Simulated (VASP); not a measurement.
All values below come from TPSS meta-GGA, VASP's PBE PAW potentials (set 64) (plane waves; VASP 6.6.1).

Input for VASP

INCAR:
```
SYSTEM = FePt
PREC = Accurate
ENCUT = 520
EDIFF = 1E-7
NELM = 100
ALGO = Normal
LREAL = .FALSE.
LASPH = .TRUE.
ISMEAR = 1
SIGMA = 0.1
METAGGA = TPSS
LMIXTAU = .TRUE.
LMAXMIX = 6
ISPIN = 2
MAGMOM = 2.9 0.3
LORBIT = 10
LWAVE = .FALSE.
LCHARG = .FALSE.
ISIF = 4
IBRION = 2
NSW = 30
EDIFFG = -0.01
```

POSCAR:
```
FePt
1
    2.6847654957     0.0000000000     0.0000000000
    0.0000000000     2.6847654957     0.0000000000
    0.0000000000     0.0000000000     3.6960447360
Fe Pt
1 1
Direct
  0.0000000000   0.0000000000   0.0000000000
  0.5000000000   0.5000000000   0.5000000000
```

### KPOINTS
```
Regular mesh
0
Gamma
  13 13 10
```

POTCAR, in this order: Fe Pt (PBE.64 set). Program: vasp_std.

What VASP printed:

File OSZICAR:
```
       N       E                     dE             d eps       ncg     rms          rms(c)
DAV:   1     0.117410066941E+03    0.11741E+03   -0.10324E+04 10952   0.167E+03
DAV:   2    -0.531881980368E+01   -0.12273E+03   -0.11096E+03 11109   0.329E+02
DAV:   3    -0.116630943588E+02   -0.63443E+01   -0.59554E+01 13161   0.950E+01
DAV:   4    -0.118062359195E+02   -0.14314E+00   -0.14300E+00 13971   0.151E+01
DAV:   5    -0.118104769151E+02   -0.42410E-02   -0.42407E-02 14799   0.236E+00    0.218E+01
DAV:   6    -0.232039265879E+02   -0.11393E+02   -0.16051E+01 11411   0.537E+01    0.123E+01
DAV:   7    -0.233588099893E+02   -0.15488E+00   -0.31144E+00 14291   0.431E+01    0.862E+00
DAV:   8    -0.230161231230E+02    0.34269E+00   -0.14213E+00 11833   0.295E+01    0.609E+00
DAV:   9    -0.230313756735E+02   -0.15253E-01   -0.81889E-02 13214   0.691E+00    0.145E+00
DAV:  10    -0.230332182737E+02   -0.18426E-02   -0.14816E-02 12656   0.152E+00    0.905E-01
DAV:  11    -0.230321076902E+02    0.11106E-02   -0.12936E-02 13434   0.116E+00    0.221E-01
DAV:  12    -0.230320391162E+02    0.68574E-04   -0.74700E-04 13251   0.605E-01    0.832E-02
DAV:  13    -0.230320747949E+02   -0.35679E-04   -0.76773E-05 12732   0.112E-01    0.347E-02
DAV:  14    -0.230320799736E+02   -0.51787E-05   -0.57942E-06 12947   0.305E-02    0.164E-02
DAV:  15    -0.230320832586E+02   -0.32850E-05   -0.65216E-06 15184   0.492E-02    0.106E-02
DAV:  16    -0.230320819955E+02    0.12631E-05   -0.86767E-07 12644   0.163E-02    0.367E-03
DAV:  17    -0.230320815946E+02    0.40090E-06   -0.24539E-07  7898   0.542E-03    0.114E-03
DAV:  18    -0.230320813832E+02    0.21139E-06   -0.14802E-08  5453   0.284E-03    0.398E-04
DAV:  19    -0.230320814063E+02   -0.23135E-07   -0.50081E-09  5432   0.922E-04
   1 F= -.23032081E+02 E0= -.23032009E+02  d E =-.230321E+02  mag=     3.2342
       N       E                     dE             d eps       ncg     rms          rms(c)
DAV:   1    -0.230327781379E+02   -0.69675E-03   -0.34437E-02 11263   0.153E+00    0.168E-01
DAV:   2    -0.230326666005E+02    0.11154E-03   -0.20064E-03 13610   0.111E+00    0.258E-01
DAV:   3    -0.230323255796E+02    0.34102E-03   -0.10604E-03 12831   0.902E-01    0.793E-02
DAV:   4    -0.230322854750E+02    0.40105E-04   -0.12241E-04 12423   0.113E-01    0.367E-02
DAV:   5    -0.230322802736E+02    0.52014E-05   -0.12622E-05 14105   0.691E-02    0.153E-02
DAV:   6    -0.230322798089E+02    0.46473E-06   -0.12678E-06 12085   0.139E-02    0.571E-03
DAV:   7    -0.230322796923E+02    0.11658E-06   -0.17213E-07  9599   0.661E-03    0.168E-03
DAV:   8    -0.230322799031E+02   -0.21086E-06   -0.38786E-08  5551   0.307E-03    0.738E-04
DAV:   9    -0.230322798349E+02    0.68267E-07   -0.70230E-09  5313   0.976E-04
   2 F= -.23032280E+02 E0= -.23032204E+02  d E =-.198429E-03  mag=     3.2279
       N       E                     dE             d eps       ncg     rms          rms(c)
DAV:   1    -0.230324232915E+02   -0.14339E-03   -0.81712E-03 11263   0.747E-01    0.822E-02
DAV:   2    -0.230323987690E+02    0.24522E-04   -0.47900E-04 13592   0.547E-01    0.126E-01
DAV:   3    -0.230323155964E+02    0.83173E-04   -0.25495E-04 12860   0.441E-01    0.386E-02
DAV:   4    -0.230323061994E+02    0.93970E-05   -0.28920E-05 12371   0.549E-02    0.180E-02
DAV:   5    -0.230323048604E+02    0.13390E-05   -0.29865E-06 14077   0.336E-02    0.748E-03
DAV:   6    -0.230323048434E+02    0.16961E-07   -0.29070E-07 10691   0.670E-03
   3 F= -.23032305E+02 E0= -.23032233E+02  d E =-.223437E-03  mag=     3.2249
```

### OUTCAR
```
------------------------ aborting loop because EDIFF is reached ----------------------------------------
  FORCE on cell =-STRESS in cart. coord.  units (eV):
  Direction    XX          YY          ZZ          XY          YZ          ZX
  --------------------------------------------------------------------------------------
  Total        1.1512125      1.1512125      1.1533217      0.0000000      0.0000000     -0.0000000
  in kB       69.2334788     69.2334788     69.3603216      0.0000000      0.0000000     -0.0000000
  external PRESSURE =      69.2757597 kB  Pullay stress =       0.0000000 kB
  volume of cell :       26.64
      direct lattice vectors                 reciprocal lattice vectors
     2.680412982  0.000000000 -0.000000000     0.373076838  0.000000000 -0.000000000
     0.000000000  2.680412982  0.000000000     0.000000000  0.373076838  0.000000000
     0.000000000  0.000000000  3.708057920     0.000000000  0.000000000  0.269682950
 POSITION                                       TOTAL-FORCE (eV/Angst)
 -----------------------------------------------------------------------------------
      0.00000      0.00000      0.00000        -0.000000      0.000000      0.000000
      1.34021      1.34021      1.85403         0.000000      0.000000      0.000000
 -----------------------------------------------------------------------------------
    total drift:                               -0.000000      0.000000     -0.000000
  FREE ENERGIE OF THE ION-ELECTRON SYSTEM (eV)
  ---------------------------------------------------
  free  energy   TOTEN  =       -23.0323048434 eV

  energy  without entropy=      -23.0320906621  energy(sigma->0) =      -23.03223345

 total charge

# of ion       s       p       d       tot
------------------------------------------
    1        0.418   0.483   6.134   7.034
    2        0.760   0.722   8.079   9.562
--------------------------------------------------
tot          1.178   1.205  14.213  16.596

 magnetization (x)

# of ion       s       p       d       tot
------------------------------------------
    1       -0.002  -0.009   2.880   2.870
    2       -0.029  -0.076   0.408   0.303
--------------------------------------------------
tot         -0.030  -0.085   3.288   3.173

 reached required accuracy - stopping structural energy minimisation
```
(Selected blocks of OUTCAR.)

CONTCAR:
```
FePt
   1.00000000000000
     2.6804129817207567    0.0000000000000000   -0.0000000000000000
     0.0000000000000000    2.6804129817207567    0.0000000000000000
     0.0000000000000000    0.0000000000000000    3.7080579203673119
  Fe              Pt
     1     1
Direct
     0.0000000000000000    0.0000000000000000    0.0000000000000000
     0.5000000000000000    0.5000000000000000    0.5000000000000000
```

The compound is FePt in the L1_0 structure. This cell is one point of a volume scan, at 0.97 of the reference volume. Symmetry was kept, so distortions that lower it aren't found.
